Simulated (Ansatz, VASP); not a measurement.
# YCdNO in two plane-wave programs, part 2 of 3

Wanted: the spread between two codes on one cell, functional and k mesh. The cell is generated by rule, not measured, and may not be a known phase. The cell is taken from a series of runs on this material, whose earlier steps may have relaxed, scaled, displaced or heated it; both programs get it as it stands.

VASP 6.6.1 and Ansatz 0.2.0.

So far: Set-up; Ansatz: relaxation of cell and atoms, PBEsol, pair 1.

### 3. VASP: relaxation of cell and atoms, PBEsol, pair 1

Level of this step: PBEsol; plane waves and PAW (Cd, N, O, Y_sv); invented cell (VASP).

The same cell, functional, mesh and smearing now go to VASP, with its own data sets.

Lines of VASP's logs that name or quote its potential files are left out, and so is its time.

INCAR

```
SYSTEM = YCdNO
PREC = Accurate
ENCUT = 600
EDIFF = 1E-07
NELM = 120
ISMEAR = 0
SIGMA = 0.1
LREAL = .FALSE.
ALGO = Normal
GGA = PS
NBANDS = 42
LASPH = .TRUE.
LORBIT = 11
LWAVE = .FALSE.
LCHARG = .FALSE.
ISIF = 3
IBRION = 2
NSW = 80
EDIFFG = -0.005
GGA_COMPAT = .FALSE.
NELMIN = 4
EFERMI = MIDGAP
KPAR = 2
```

POSCAR

```
YCdNO
1.0
    2.3950000000      2.3950000000      0.0000000000
   -2.3950000000      2.3950000000      0.0000000000
    0.0000000000      0.0000000000      9.5800000000
Cd N O Y
2 2 2 2
Direct
    0.0000000000      0.0000000000      0.5000000000
    0.5000000000      0.5000000000      0.7500000000
    0.5000000000      0.5000000000      0.0000000000
    0.0000000000      0.0000000000      0.2500000000
    0.5000000000      0.5000000000      0.5000000000
    0.0000000000      0.0000000000      0.7500000000
    0.0000000000      0.0000000000      0.0000000000
    0.5000000000      0.5000000000      0.2500000000
```

KPOINTS

```
Automatic mesh
0
Gamma
6 6 2
0 0 0
```

Potentials, in the order of the species: Cd, N, O and Y_sv (PBE family, release 64).

Run with:

```
mpirun -np 2 vasp_std
```

Numbers of over 12 decimals in the logs are rounded to 6 here.

What it wrote:

```text
[banner, memory and clock lines left out]
running    2 mpi-ranks, on    1 nodes
 distrk:  each k-point on    1 cores,    2 groups
 distr:  one band on    1 cores,    1 groups

 POSCAR found type information on POSCAR CdN O Y
 POSCAR found :  4 types and       8 ions
|                                                                             |
|               ----> ADVICE to this user running VASP <----                  |
|                                                                             |
|     You enforced a specific xc type in the INCAR file but a different       |
|     [... a line on the potential file left out ...]
|     I HOPE YOU KNOW WHAT YOU ARE DOING!                                     |
|                                                                             |

 LDA part: xc-table for (Slater+PW92), standard interpolation
 POSCAR, INCAR and KPOINTS ok, starting setup
 FFT: planning ... GRIDC
 FFT: planning ... GRID_SOFT
 FFT: planning ... GRID
 WAVECAR not read
 entering main loop
       N       E                     dE             d eps       ncg     rms          rms(c)
DAV:   1     0.566711631119E+03    0.56671E+03   -0.39627E+04  1680   0.185E+03
DAV:   2    -0.145419878359E+02   -0.58125E+03   -0.55754E+03  1810   0.455E+02
DAV:   3    -0.646227860460E+02   -0.50081E+02   -0.49467E+02  2334   0.122E+02
DAV:   4    -0.663771577341E+02   -0.17544E+01   -0.17495E+01  2398   0.199E+01
DAV:   5    -0.664130163052E+02   -0.35859E-01   -0.35849E-01  2240   0.247E+00    0.518E+01
DAV:   6    -0.558654453297E+02    0.10548E+02   -0.53657E+01  2456   0.621E+01    0.527E+01
DAV:   7    -0.558976646003E+02   -0.32219E-01   -0.64471E+00  1896   0.150E+01    0.390E+01
DAV:   8    -0.560477806176E+02   -0.15012E+00   -0.64245E+00  2010   0.966E+00    0.758E+00
DAV:   9    -0.555080541749E+02    0.53973E+00   -0.17290E+00  1990   0.506E+00    0.239E+00
DAV:  10    -0.554935543532E+02    0.14500E-01   -0.16997E-01  2076   0.188E+00    0.120E+00
DAV:  11    -0.554891573988E+02    0.43970E-02   -0.26515E-02  1986   0.867E-01    0.400E-01
DAV:  12    -0.554878122293E+02    0.13452E-02   -0.79316E-03  2288   0.427E-01    0.153E-01
DAV:  13    -0.554878042563E+02    0.79730E-05   -0.82901E-04  2040   0.147E-01    0.415E-02
DAV:  14    -0.554877933057E+02    0.10951E-04   -0.15664E-04  2086   0.586E-02    0.243E-02
DAV:  15    -0.554877904437E+02    0.28620E-05   -0.15000E-05  2064   0.243E-02    0.693E-03
DAV:  16    -0.554877900510E+02    0.39264E-06   -0.49276E-06  2052   0.979E-03    0.246E-03
DAV:  17    -0.554877900531E+02   -0.20245E-08   -0.30115E-07  1574   0.297E-03
   1 F= -.55487790E+02 E0= -.55487723E+02  d E =-.554878E+02
[... from here on, the cycles between the ionic steps are left out ...]
   2 F= -.55653006E+02 E0= -.55652767E+02  d E =-.165216E+00
   3 F= -.55658637E+02 E0= -.55658352E+02  d E =-.170847E+00
   4 F= -.55691309E+02 E0= -.55691304E+02  d E =-.326725E-01
   5 F= -.55694511E+02 E0= -.55694511E+02  d E =-.358744E-01
   6 F= -.55697630E+02 E0= -.55697630E+02  d E =-.311899E-02
   7 F= -.55699588E+02 E0= -.55699588E+02  d E =-.507644E-02
   8 F= -.55700747E+02 E0= -.55700747E+02  d E =-.115925E-02
   9 F= -.55700813E+02 E0= -.55700813E+02  d E =-.122581E-02
  10 F= -.55700814E+02 E0= -.55700814E+02  d E =-.122597E-02
  11 F= -.55700852E+02 E0= -.55700852E+02  d E =-.387320E-04
 trial-energy change:   -0.000039  1 .order   -0.000039   -0.000054   -0.000024
 step:   1.9601(harm=  1.9601)  dis= 0.00196  next Energy=   -55.700862 (dE=-0.484E-04)
 bond charge predicted
       N       E                     dE             d eps       ncg     rms          rms(c)
DAV:   1    -0.557008569623E+02   -0.47131E-05   -0.16063E-02  1692   0.524E-01    0.200E-02
DAV:   2    -0.557008620294E+02   -0.50670E-05   -0.77850E-05  1956   0.460E-02    0.103E-02
DAV:   3    -0.557008614000E+02    0.62933E-06   -0.20547E-06  2114   0.794E-03    0.539E-03
DAV:   4    -0.557008613241E+02    0.75906E-07   -0.64648E-07  1974   0.429E-03
  12 F= -.55700861E+02 E0= -.55700861E+02  d E =-.477256E-04
 curvature:  -1.00 expect dE=-0.575E-05 dE for cont linesearch -0.646E-14
 trial: gam= 0.10747 g(F)=  0.241E-05 g(S)=  0.334E-05 ort =-0.571E-09 (trialstep = 0.127E+01)
 search vector abs. value=  0.633E-05
 reached required accuracy - stopping structural energy minimisation
```

OUTCAR, selected parts (step 3):

```text
ion  position               nearest neighbor table
   1  0.000  0.000  0.500-   4 2.40   5 2.40   6 2.40   5 2.40   5 2.40   5 2.40   2 3.39   8 3.39
                             2 3.39   8 3.39   8 3.39   2 3.39   2 3.39   8 3.39
   2  0.500  0.500  0.750-   3 2.40   5 2.40   6 2.40   6 2.40   6 2.40   6 2.40   1 3.39   7 3.39
                             1 3.39   7 3.39   7 3.39   1 3.39   1 3.39   7 3.39
   3  0.500  0.500  0.000-   2 2.40   7 2.40   8 2.40   7 2.40   7 2.40   7 2.40
   4  0.000  0.000  0.250-   1 2.40   7 2.40   8 2.40   8 2.40   8 2.40   8 2.40
   5  0.500  0.500  0.500-   1 2.40   2 2.40   8 2.40   1 2.40   1 2.40   1 2.40
   6  0.000  0.000  0.750-   1 2.40   2 2.40   7 2.40   2 2.40   2 2.40   2 2.40
   7  0.000  0.000  0.000-   3 2.40   4 2.40   6 2.40   3 2.40   3 2.40   3 2.40   2 3.39   8 3.39
                             2 3.39   8 3.39   8 3.39   2 3.39   2 3.39   8 3.39
   8  0.500  0.500  0.250-   3 2.40   4 2.40   5 2.40   4 2.40   4 2.40   4 2.40   1 3.39   7 3.39
                             1 3.39   7 3.39   7 3.39   1 3.39   1 3.39   7 3.39

  LATTYP: Found a simple tetragonal cell.
 ALAT       =     3.3870414819
 C/A-ratio  =     2.8284271247

 Subroutine GETGRP returns: Found 16 space group operations
 (whereof  8 operations were pure point group operations)

The static configuration has the point symmetry C_4v.
 The point group associated with its full space group is D_4h.

 Found     20 irreducible k-points:

   k-points           NKPTS =     20   k-points in BZ     NKDIM =     20   number of bands    NBANDS=     42

   dimension x,y,z NGX =    28 NGY =   28 NGZ =   80
   dimension x,y,z NGXF=    56 NGYF=   56 NGZF=  160

   ENCUT  =  600.0 eV  44.10 Ry    6.64 a.u.   6.76  6.76 19.13*2*pi/ulx,y,z

   NELECT =      68.0000    total number of electrons

 k-points in reciprocal lattice and weights: Automatic mesh
   0.00000000  0.00000000  0.00000000       0.014
   0.16666667  0.00000000  0.00000000       0.056
   0.33333333  0.00000000  0.00000000       0.056
   0.50000000  0.00000000  0.00000000       0.028
   0.16666667  0.16666667  0.00000000       0.056
   0.33333333  0.16666667  0.00000000       0.111
   0.50000000  0.16666667  0.00000000       0.056
   0.33333333  0.33333333  0.00000000       0.056
   0.50000000  0.33333333  0.00000000       0.056
[...]
0.50000000  0.33333333  0.50000000       0.056
   0.50000000  0.50000000  0.50000000       0.014

 average (electrostatic) potential at core
       1 -36.9018       2 -36.9018       3 -63.3650       4 -63.3650       5 -71.1037
       6 -71.1037       7 -34.9903       8 -34.9903

 E-fermi :   3.7502

 k-point     1 :       0.0000    0.0000    0.0000
  band No.  band energies     occupation
    ...
     30       2.2051      2.00000
     31       2.9601      2.00000
     32       2.9601      2.00000
     33       3.4070      2.00000
     34       3.4070      2.00000
     35       4.0592      0.00001
     36       4.1531      0.00000
     37       5.5375      0.00000
     38       6.5996      0.00000
     39       8.1610      0.00000
    ...

 k-point     2 :       0.1667    0.0000    0.0000
  band No.  band energies     occupation
    ...
     30       1.7655      2.00000
     31       2.2687      2.00000
     32       2.4334      2.00000
     33       2.4706      2.00000
     34       2.7521      2.00000
     35       4.6816      0.00000
     36       5.2994      0.00000
     37       6.4070      0.00000
     38       6.8088      0.00000
     39       8.0581      0.00000
    ...

 k-point     3 :       0.3333    0.0000    0.0000
  band No.  band energies     occupation
    ...
     30       1.7426      2.00000
     31       1.7975      2.00000
     32       2.0655      2.00000
     33       2.1264      2.00000
     34       2.3013      2.00000
     35       6.0258      0.00000
     36       7.2789      0.00000
     37       7.4327      0.00000
     38       8.1002      0.00000
     39       8.2167      0.00000
    ...

  Total        0.0163931      0.0163931     -0.0040251      0.0000000      0.0000000      0.0000000
  in kB        0.2406355      0.2406355     -0.0590850      0.0000000      0.0000000      0.0000000
  external PRESSURE =       0.1407287 kB  Pullay stress =       0.0000000 kB

  energy-cutoff  :      600.00
  volume of cell :      109.15
      direct lattice vectors                 reciprocal lattice vectors
     2.433834905  2.433834905  0.000000000     0.205437106  0.205437106 -0.000000000
    -2.433834905  2.433834905  0.000000000    -0.205437106  0.205437106  0.000000000
     0.000000000  0.000000000  9.212964444    -0.000000000 -0.000000000  0.108542696

 POSITION                                       TOTAL-FORCE (eV/Angst)
 -----------------------------------------------------------------------------------
      0.00000      0.00000      4.59771        -0.000000     -0.000000     -0.001668
      0.00000      2.43383      6.91850         0.000000      0.000000      0.001668
      0.00000      2.43383      0.02021        -0.000000     -0.000000     -0.003566
      0.00000      0.00000      2.28303         0.000000      0.000000      0.003566
      0.00000      2.43383      4.66698         0.000000     -0.000000     -0.002566
      0.00000      0.00000      6.84923        -0.000000      0.000000      0.002566
      0.00000      0.00000      9.13445         0.000000      0.000000      0.001697
      0.00000      2.43383      2.38175        -0.000000     -0.000000     -0.001697
 -----------------------------------------------------------------------------------
    total drift:                               -0.000000      0.000000      0.000000

  FREE ENERGIE OF THE ION-ELECTRON SYSTEM (eV)
  ---------------------------------------------------
  free  energy   TOTEN  =       -55.7008613241 eV

  energy  without entropy=      -55.7008612092  energy(sigma->0) =      -55.70086127

 reached required accuracy - stopping structural energy minimisation

 total charge
# of ion       s       p       d       f       tot
--------------------------------------------------
    1        0.368   0.286   9.624   0.000  10.279
    2        0.368   0.286   9.624   0.000  10.279
    3        1.236   2.393   0.000   0.000   3.629
    4        1.236   2.393   0.000   0.000   3.629
    5        1.562   3.367   0.000   0.000   4.929
    6        1.562   3.367   0.000   0.000   4.929
    7        2.199   6.546   1.076   0.120   9.942
    8        2.199   6.546   1.076   0.120   9.942
--------------------------------------------------
tot         10.732  25.183  21.401   0.241  57.558

[... 3 further parts left out ...]
```

CONTCAR:

```
YCdNO
   1.00000000000000
     2.4338349046678172    2.4338349046678172    0.0000000000000000
    -2.4338349046678172    2.4338349046678172    0.0000000000000000
     0.0000000000000000    0.0000000000000000    9.2129644443979206
  Cd              N               O               Y
     2     2     2     2
Direct
     0.0000000000000000    0.0000000000000000    0.4990474026941902
     0.5000000000000000    0.5000000000000000    0.7509525973058101
     0.5000000000000000    0.5000000000000000    0.0021933946614494
     0.0000000000000000    0.0000000000000000    0.2478066053385505
     0.5000000000000000    0.5000000000000000    0.5065666349628312
     0.0000000000000000    0.0000000000000000    0.7434333650371688
     0.0000000000000000    0.0000000000000000    0.9914781137186780
     0.5000000000000000    0.5000000000000000    0.2585218862813219
```

The run keeps the 16 symmetry operations of its start, so it cannot find a distortion of lower symmetry.

### 4. Differences

Known differences besides the potentials themselves: the data sets hold 84 valence electrons in Ansatz (on its default PAW (the set named soft_2) files) and 68 in VASP; the cutoff is 420 eV in Ansatz and 600 eV in VASP; Ansatz makes its cores anew for this functional, VASP keeps those of its PBE data sets; Ansatz adds a Pulay correction to the stress that steers its cell, VASP none. Total energies have different zeros and are not compared.

Compared:

```tsv
quantity	Ansatz	VASP	difference
volume (Å³)	108.83	109.15	-0.29 %
edge a after relaxation, in the typed setting (Å)	3.440	3.442	-0.06 %
edge c after relaxation, in the typed setting (Å)	9.197	9.213	-0.17 %
```

### 5. VASP: relaxation of cell and atoms, PBEsol, pair 2

The relaxed volume is the usual yardstick between codes: in a stiff, nearly cubic crystal its relative difference is about their pressure difference at one cell divided by the bulk modulus.

Edit INCAR of step 3 so:

```diff
@@ -6,3 +6,3 @@
 ISMEAR = 0
-SIGMA = 0.1
+SIGMA = 0.02
 LREAL = .FALSE.
```

POSCAR

```
YCdNO
1.0
    2.4324550000      2.4324550000      0.0000000000
   -2.4324550000      2.4324550000      0.0000000000
    0.0000000000      0.0000000000      9.1969160000
Cd N O Y
2 2 2 2
Direct
    0.0000000000      0.0000000000      0.4993092250
    0.5000000000      0.5000000000      0.7506907750
    0.5000000000      0.5000000000      0.0016811070
    0.0000000000      0.0000000000      0.2483188930
    0.5000000000      0.5000000000      0.5073321318
    0.0000000000      0.0000000000      0.7426678682
    0.0000000000      0.0000000000      0.9911296352
    0.5000000000      0.5000000000      0.2588703648
```

KPOINTS

```
Automatic mesh
0
Gamma
8 8 4
0 0 0
```

Run with:

```
mpirun -np 2 vasp_std
```

What it wrote:

```text
[banner, memory and clock lines left out]
running    2 mpi-ranks, on    1 nodes
[...]
[... a notice as in an earlier step ...]

 LDA part: xc-table for (Slater+PW92), standard interpolation
 POSCAR, INCAR and KPOINTS ok, starting setup
[...]
entering main loop
       N       E                     dE             d eps       ncg     rms          rms(c)
DAV:   1     0.570626350611E+03    0.57063E+03   -0.39659E+04  3780   0.185E+03
DAV:   2    -0.133245935543E+02   -0.58395E+03   -0.56036E+03  4048   0.455E+02
DAV:   3    -0.646294367655E+02   -0.51305E+02   -0.50619E+02  5186   0.123E+02
DAV:   4    -0.665208867725E+02   -0.18915E+01   -0.18856E+01  5442   0.207E+01
[...]
DAV:  15    -0.557050038554E+02    0.16141E-05   -0.12365E-05  4812   0.222E-02    0.641E-03
DAV:  16    -0.557050033728E+02    0.48269E-06   -0.43440E-06  4768   0.102E-02    0.234E-03
DAV:  17    -0.557050033489E+02    0.23875E-07   -0.46216E-07  3968   0.371E-03
   1 F= -.55705003E+02 E0= -.55705003E+02  d E =-.557050E+02
[... from here on, the cycles between the ionic steps are left out ...]
   2 F= -.55705815E+02 E0= -.55705815E+02  d E =-.811245E-03
   3 F= -.55706001E+02 E0= -.55706001E+02  d E =-.997389E-03
   4 F= -.55706364E+02 E0= -.55706364E+02  d E =-.363595E-03
   5 F= -.55706396E+02 E0= -.55706396E+02  d E =-.395188E-03
   6 F= -.55706464E+02 E0= -.55706464E+02  d E =-.685170E-04
 trial-energy change:   -0.000069  1 .order   -0.000069   -0.000122   -0.000016
 step:   1.1665(harm=  1.1665)  dis= 0.00200  next Energy=   -55.706466 (dE=-0.700E-04)
 reached required accuracy - stopping structural energy minimisation
```

OUTCAR, selected parts (step 5):

```text
  Total       -0.0131220     -0.0131220      0.0097854      0.0000000      0.0000000     -0.0000000
  in kB       -0.1925940     -0.1925940      0.1436220      0.0000000      0.0000000     -0.0000000
  external PRESSURE =      -0.0805220 kB  Pullay stress =       0.0000000 kB

 POSITION                                       TOTAL-FORCE (eV/Angst)
 -----------------------------------------------------------------------------------
     -0.00000     -0.00000      4.59769        -0.000000     -0.000000      0.003660
     -0.00000      2.43404      6.91805         0.000000      0.000000     -0.003660
     -0.00000      2.43404      0.01965        -0.000000     -0.000000      0.004314
     -2.43404      2.43404      2.28350         0.000000      0.000000     -0.004314
     -0.00000      2.43404      4.66593        -0.000000     -0.000000      0.002586
      2.43404      2.43404      6.84981         0.000000      0.000000     -0.002586
     -0.00000     -0.00000      9.13399        -0.000000     -0.000000      0.002501
     -0.00000      2.43404      2.38176         0.000000      0.000000     -0.002501
 -----------------------------------------------------------------------------------
    total drift:                               -0.000000      0.000000     -0.000000

  FREE ENERGIE OF THE ION-ELECTRON SYSTEM (eV)
  ---------------------------------------------------
  free  energy   TOTEN  =       -55.7064644430 eV

  energy  without entropy=      -55.7064644430  energy(sigma->0) =      -55.70646444

[... 1 part as in an earlier step ...]

[... 3 further parts left out ...]
[key lines of the parts left out:]
E-fermi :   3.7394
```

### 6. Ansatz: relaxation of cell and atoms, PBEsol, pair 2

The same cell, functional, mesh and smearing now go to Ansatz, which takes its cutoff from its data sets.

The cell is taken from a series of runs on this material, whose earlier steps may have relaxed, scaled, displaced or heated it; both programs get it as it stands.

input.yaml

```yaml
crystal:
  lattice:
    - [2.4324548653, 2.4324548653, 0.0]
    - [-2.4324548653, 2.4324548653, 0.0]
    - [0.0, 0.0, 9.19691564]
  atoms:
    - { symbol: Cd, position: [0.0, 0.0, 0.4993092496] }
    - { symbol: Cd, position: [0.5, 0.5, 0.7506907504] }
    - { symbol: "N", position: [0.5, 0.5, 0.0016811292] }
    - { symbol: "N", position: [0.0, 0.0, 0.2483188708] }
    - { symbol: O, position: [0.5, 0.5, 0.5073321437] }
    - { symbol: O, position: [0.0, 0.0, 0.7426678563] }
    - { symbol: "Y", position: [0.0, 0.0, -0.0088703635] }
    - { symbol: "Y", position: [0.5, 0.5, 0.2588703635] }
kpoints:
  mp_grid: { grid: [8, 8, 4] }
hamiltonian:
  xc: pbesol
scf:
  occupations: { method: gaussian, width: 0.02 }
output:
  forces: true
  stress: true
  eigenvalues: true
relax:
  adjacent_minimum: "off"
  f_tol: 0.005
  max_steps: 80
  cell: { stress_tol: 0.05 }
```

Run with:

```
ansatz run input.yaml --threads 8 --pin off --max-ram 14336MiB --backend cpu --events-out ev --progress --plain --runs-dir out
```

What it wrote:

```text
[...]
Crystal: 8 atoms, lattice volume = 108.833 Å³
Basis set: ecut = 420 eV, 2123 PW (Γ), exchange–correlation on 48×48×128 points (8 copies of the dense FFT grid, shifted against one another)
Bands: 51, of which v1, the nominal top of the filled ones, is band 42 counted from 1 (41 counted from 0)
Symmetry: 16 space group operations
[...]
k-points: 45 of 256
[...]
- [-2.434050, 2.434050, 0.0]
    - [0.0, 0.0, 9.187229]
  atoms:
    - { symbol: Cd, position: [0, 0, 0.499445] }
    - { symbol: Cd, position: [0.500000, 0.500000, 0.750555] }
    - { symbol: N, position: [0.500000, 0.500000, 0.00145186] }
    - { symbol: N, position: [0, 0, 0.248548] }
    - { symbol: O, position: [0.500000, 0.500000, 0.507263] }
    - { symbol: O, position: [0, 0, 0.742737] }
    - { symbol: Y, position: [0, 0, -0.00896553] }
    - { symbol: Y, position: [0.500000, 0.500000, 0.258966] }
[key lines of the parts left out:]
SCF converged after 8 iterations
Free energy (F): -25843.870646 eV
Fermi energy:    13.059509 eV
P = ⅓ Tr σ = 0.0284 GPa (0.284 kbar)
```

### 7. Differences

What differs besides the data sets and the points named for the pairs above, as far as they apply: the data sets hold 84 valence electrons in Ansatz (on its default PAW (the set named soft_2) files) and 68 in VASP. Total energies have different zeros and are not compared.

Compared:

```tsv
quantity	Ansatz	VASP	difference
volume (Å³)	108.86	109.16	-0.27 %
edge a after relaxation, in the typed setting (Å)	3.442	3.442	+0.00 %
edge c after relaxation, in the typed setting (Å)	9.187	9.213	-0.28 %
```

[end of part 2 of 3]

[Lines on the potential files, build, host, timing and source positions are cut from VASP's logs without a mark.]

[Logs are printed without paths, hosts, clocks, repeated set-up lines and the standing remarks that a program may print on its own settings, such as how far it seeks lower states.]

[Hosts, paths, dates, database ids (printed as entryN), source tags and the programs' standing remarks are cut or masked in the printed files.]
